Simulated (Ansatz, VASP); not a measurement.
# Cross-check of Sb (Antimony) between VASP and Ansatz, part 2 of 2

Aim: how closely do two programs agree when they are given the same cell, functional and k mesh? The cell is taken from a series of VASP runs on this material, whose earlier steps may have relaxed, scaled or displaced it; both programs get it as it stands.

VASP 6.6.1 and Ansatz 0.2.0.

So far: Starting point; VASP: zone-centre phonons, PBEsol with D3(BJ); Ansatz: zone-centre phonons, PBEsol with D3(BJ).

### 4. Comparison

Known differences besides the potentials themselves: the data sets hold 30 valence electrons in Ansatz (default PAW (the set named soft_2) files) and 10 in VASP; the cutoff is 420 eV in Ansatz and 450 eV in VASP; Ansatz makes its cores anew for this functional, VASP keeps those of its PBE data sets; VASP leaves aspherical gradient terms in its spheres out (LASPH is not set), Ansatz keeps them; Ansatz takes the dispersion share of the force constants at frozen C6 weights, VASP differentiates the full forces; VASP uses finite displacements, Ansatz perturbation theory. Total energies have different zeros and are not compared.

Both answers:

| quantity | Ansatz | VASP | difference |
| --- | --- | --- | --- |
| optical mode 1 to 2 (cm⁻¹) | 69.4 | 75.4 | -7.87 % |
| optical mode 3 (cm⁻¹) | 128.5 | 131.6 | -2.34 % |

Modes are paired by rising frequency and degeneracy, not by their patterns, so a pair may still set unlike modes beside each other.

### 5. VASP: zone-centre phonons, r2SCAN

Second derivatives magnify differences that forces hide, and they need a tight electronic threshold. The cell compared in this pair holds 62.94 Å³, against 56.53 Å³ for the pair before.

The input, INCAR:

```
SYSTEM = Sb
PREC = Accurate
ENCUT = 450
EDIFF = 1E-08
NELM = 100
ISMEAR = 1
SIGMA = 0.15
LREAL = .FALSE.
ALGO = Normal
METAGGA = R2SCAN
LASPH = .TRUE.
NBANDS = 11
LORBIT = 11
LWAVE = .FALSE.
LCHARG = .FALSE.
KPAR = 2
IBRION = 6
NFREE = 2
POTIM = 0.015
NSW = 1
ISIF = 2
```

The input, POSCAR:

```
Sb
1.0
    2.1729199935      1.2545359432      3.8480650707
   -2.1729199935      1.2545359432      3.8480650707
    0.0000000000     -2.5090718864      3.8480650707
Sb
2
Direct
    0.7679314417      0.7679314417      0.7679314417
    0.2320685583      0.2320685583      0.2320685583
```

The input, KPOINTS:

```
Automatic mesh
0
Gamma
12 12 12
0 0 0
```

The projector-augmented-wave data sets are Sb (PBE family, release 64).

Started as:

```bash
mpirun -np 2 vasp_std
```

Numbers of over 12 decimals in the logs are rounded to 6 here.

What it wrote:

```text
[banner, memory and clock lines left out]
running    2 mpi-ranks, on    1 nodes
[...]
[... a notice as in an earlier step ...]

 LDA part: xc-table for (None), standard interpolation
 POSCAR, INCAR and KPOINTS ok, starting setup
[...]
entering main loop
       N       E                     dE             d eps       ncg     rms          rms(c)
DAV:   1    -0.109072580806E+02   -0.10907E+02   -0.34363E+03  4158   0.659E+02
DAV:   2    -0.509126849144E+02   -0.40005E+02   -0.38699E+02  5564   0.109E+02
DAV:   3    -0.526386038038E+02   -0.17259E+01   -0.17090E+01  5146   0.258E+01
DAV:   4    -0.526530327865E+02   -0.14429E-01   -0.14427E-01  4669   0.284E+00
[...]
DAV:  13    -0.513930182312E+02   -0.10420E-06   -0.12609E-08  3145   0.787E-04    0.265E-04
DAV:  14    -0.513930183453E+02   -0.11408E-06   -0.14908E-09  2310   0.336E-04    0.632E-05
DAV:  15    -0.513930183452E+02    0.52466E-10   -0.25131E-10  2259   0.144E-04
   1 F= -.51393018E+02 E0= -.51393089E+02  d E =0.210651E-03
[... from here on, the cycles between the ionic steps are left out ...]
   2 F= -.51392693E+02 E0= -.51392763E+02  d E =0.208810E-03
   3 F= -.51392693E+02 E0= -.51392763E+02  d E =0.208810E-03
   4 F= -.51392391E+02 E0= -.51392453E+02  d E =0.184752E-03
   5 F= -.51392373E+02 E0= -.51392472E+02  d E =0.298835E-03
 Finite differences progress:
  Degree of freedom:   2/  2
  Displacement:        2/  2
  Total:               4/  4
```

From OUTCAR (step 5):

```text
  Total       -0.0651570     -0.0651570     -0.1173214      0.0000000     -0.0000000      0.0000000
  in kB       -1.6586356     -1.6586356     -2.9865320      0.0000000     -0.0000000      0.0000000
  external PRESSURE =      -2.1012677 kB  Pullay stress =       0.0000000 kB

 POSITION                                       TOTAL-FORCE (eV/Angst)
 -----------------------------------------------------------------------------------
      0.00000      0.00000      8.85015         0.000000      0.000000      0.083793
      0.00000      0.00000      2.67904         0.000000      0.000000     -0.083793
 -----------------------------------------------------------------------------------
    total drift:                                0.000000     -0.000000      0.000002

  FREE ENERGIE OF THE ION-ELECTRON SYSTEM (eV)
  ---------------------------------------------------
  free  energy   TOTEN  =       -51.3923726386 eV

  energy  without entropy=      -51.3926714732  energy(sigma->0) =      -51.39247225

[... 1 part as in an earlier step ...]

[... 2 further parts left out ...]
[key lines of the parts left out:]
E-fermi :   6.7946
```

### 6. Ansatz: zone-centre phonons, r2SCAN

The same cell, functional, mesh and smearing now go to Ansatz, which takes its cutoff from its data sets.

The cell is taken from a series of VASP runs on this material, whose earlier steps may have relaxed, scaled or displaced it; both programs get it as it stands.

The input, input.yaml:

```yaml
crystal:
  lattice:
    - [2.1729199935, 1.2545359432, 3.8480650707]
    - [-2.1729199935, 1.2545359432, 3.8480650707]
    - [0.0, -2.5090718864, 3.8480650707]
  atoms:
    - { symbol: Sb, position: [0.7679314417, 0.7679314417, 0.7679314417] }
    - { symbol: Sb, position: [0.2320685583, 0.2320685583, 0.2320685583] }
hamiltonian:
  xc: r2scan
  pseudopotentials: { kind: paw }
kpoints:
  mp_grid: { grid: [12, 12, 12] }
scf:
  occupations: { method: methfessel_paxton, width: 0.15 }
phonons:
  method: dfpt
  qpoints: [[0, 0, 0]]
```

Started as:

```bash
ansatz run input.yaml --threads 4 --pin off --max-ram 9216MiB --backend cpu --events-out ev --progress --plain --runs-dir out
```

What it wrote:

```text
[...]
Crystal: 2 atoms, lattice volume = 62.939 Å³
Basis set: ecut = 500 eV, 1593 PW (Γ), exchange–correlation on 180×180×180 points (125 copies of the dense FFT grid, shifted against one another)
Bands: 19, of which v1, the nominal top of the filled ones, is band 15 counted from 1 (14 counted from 0)
Symmetry: 12 space group operations
k-points: 476 of 1728 (irreducible under 2 space group operations, time reversal used)
[...]
k-point 2: bands = [... 11 lower, 3.2318, 7.2516, 7.4351, 7.9307, 11.2396, 11.4925, 11.5232, 14.3973]
  k-point 475: bands = [... 11 lower, 0.3162, 7.9935, 7.9935, 9.0885, 9.6808, 9.6808, 10.7194, 16.7597]
[...]
ASR residual: 6.283e-5 → 0.000e0 eV/Å²; symmetrization residual: 6.364e-7 eV/Å²
  ASR residual per site (eV/Å²): 6.28e-5 6.28e-5
  Γ frequencies (cm⁻¹): 0.00 0.00 0.00 110.97 110.97 156.94
[...]
--- Phonons (arbitrary-q DFPT): 1 explicit q-point ---
[...]
[key lines of the parts left out:]
SCF converged after 10 iterations
Free energy (F): -12998.251844 eV
Fermi energy:    9.490050 eV
```

The job ended after 3.5 min (4 threads of Arm Neoverse V1, shared host; peak memory 3.3 GiB; 14 min of CPU time).

### 7. Differences

What differs besides the data sets and the points named for the pairs above, as far as they apply: VASP keeps PBE cores, Ansatz makes them for the functional; the cutoff is 500 eV in Ansatz and 450 eV in VASP. Total energies have different zeros and are not compared.

The two programs side by side:

| quantity | Ansatz | VASP | difference |
| --- | --- | --- | --- |
| optical mode 1 to 2 (cm⁻¹) | 111.0 | 113.7 | -2.41 % |
| optical mode 3 (cm⁻¹) | 156.9 | 159.0 | -1.29 % |

Modes are paired by rising frequency and degeneracy, not by their patterns, so a pair may still set unlike modes beside each other.

### 8. Outcome

- r.m.s. difference of the optical zone-centre modes, each program's sorted by frequency (zone-centre phonons, PBEsol with D3(BJ)): 5.2 cm⁻¹
- difference in optical mode 1 to 2 (zone-centre phonons, PBEsol with D3(BJ)): -7.9 %
- r.m.s. difference of the optical zone-centre modes, each program's sorted by frequency (zone-centre phonons, r2SCAN): 2.5 cm⁻¹
- difference in optical mode 1 to 2 (zone-centre phonons, r2SCAN): -2.4 %

The r.m.s. difference of the optical zone-centre modes, each program's sorted by frequency is 5.2 cm⁻¹ (zone-centre phonons, PBEsol with D3(BJ)). Among the rows given in per cent, the largest difference of the zone-centre phonons, PBEsol with D3(BJ) pair is in optical mode 1 to 2, -7.9 %. Among the rows given in per cent, the largest difference of the zone-centre phonons, r2SCAN pair is in optical mode 1 to 2, -2.4 %. Such differences can come from data sets, numerical settings and the points named under the comparisons, not from the functional's error against experiment.

[Lines on the potential files, build, host, timing and source positions are cut from VASP's logs without a mark.]

[Logs are printed without paths, hosts, clocks, repeated set-up lines and the standing remarks that a program may print on its own settings, such as how far it seeks lower states.]

[Hosts, paths, dates, database ids (printed as entryN), source tags and the programs' standing remarks are cut or masked in the printed files.]
